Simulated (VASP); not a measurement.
OSZICAR of a VASP run on Cr₂O₃ (corundum):

**OSZICAR**
```
       N       E                     dE             d eps       ncg     rms          rms(c)
DAV:   1     0.100637228032E+04    0.10064E+04   -0.30670E+04 26576   0.642E+02
DAV:   2     0.513959208827E+01   -0.10012E+04   -0.90178E+03 26400   0.237E+02
DAV:   3    -0.903477480047E+02   -0.95487E+02   -0.90673E+02 29646   0.806E+01
DAV:   4    -0.918701647815E+02   -0.15224E+01   -0.15173E+01 29592   0.993E+00
DAV:   5    -0.918743800101E+02   -0.42152E-02   -0.42150E-02 29680   0.530E-01    0.401E+01
DAV:   6    -0.803620724193E+02    0.11512E+02   -0.96063E+00 29394   0.281E+01    0.308E+01
DAV:   7    -0.791059826186E+02    0.12561E+01   -0.47707E+00 28050   0.154E+01    0.159E+01
DAV:   8    -0.791728727035E+02   -0.66890E-01   -0.34893E-01 29776   0.219E+00    0.893E+00
DAV:   9    -0.792504862110E+02   -0.77614E-01   -0.60097E-02 27872   0.225E+00    0.182E+00
DAV:  10    -0.792441430781E+02    0.63431E-02   -0.10052E-01 27992   0.184E+00    0.431E-01
DAV:  11    -0.792454159460E+02   -0.12729E-02   -0.47054E-03 29392   0.211E-01    0.141E-01
DAV:  12    -0.792459485549E+02   -0.53261E-03   -0.40289E-04 29496   0.736E-02    0.856E-02
DAV:  13    -0.792461157432E+02   -0.16719E-03   -0.18520E-04 28464   0.371E-02    0.349E-02
DAV:  14    -0.792461220719E+02   -0.63287E-05   -0.68246E-06 30360   0.911E-03    0.164E-02
DAV:  15    -0.792461238067E+02   -0.17349E-05   -0.21301E-06 28488   0.465E-03    0.675E-03
DAV:  16    -0.792461252982E+02   -0.14914E-05   -0.83352E-07 29264   0.281E-03    0.283E-03
DAV:  17    -0.792461256299E+02   -0.33171E-06   -0.21157E-07 27888   0.138E-03    0.133E-03
DAV:  18    -0.792461257125E+02   -0.82606E-07   -0.60567E-08 23320   0.677E-04
   1 F= -.79246126E+02 E0= -.79246126E+02  d E =-.474154E-13  mag=     0.0000
 imaginary and real dielectric function
```

Question: Which electronic solver shows in the log?

Answer: It is blocked Davidson (ALGO = Normal, or the opening steps of other solvers). The INCAR had ALGO = Normal.

Question: How was spin treated?

Answer: Collinear spin (ISPIN = 2): the summary line carries one mag value, 0.00 μB in the cell.

Question: Can the final energy be trusted as converged?

Answer: Self-consistency was reached. It stopped with EDIFF = 1E-7, NELM = 100 (PBE GGA + U (Dudarev), plane waves, VASP's PBE PAW potentials (set 64)).

The compound is Cr2O3 in the corundum structure. It was relaxed first, which changed the volume by +6 %.
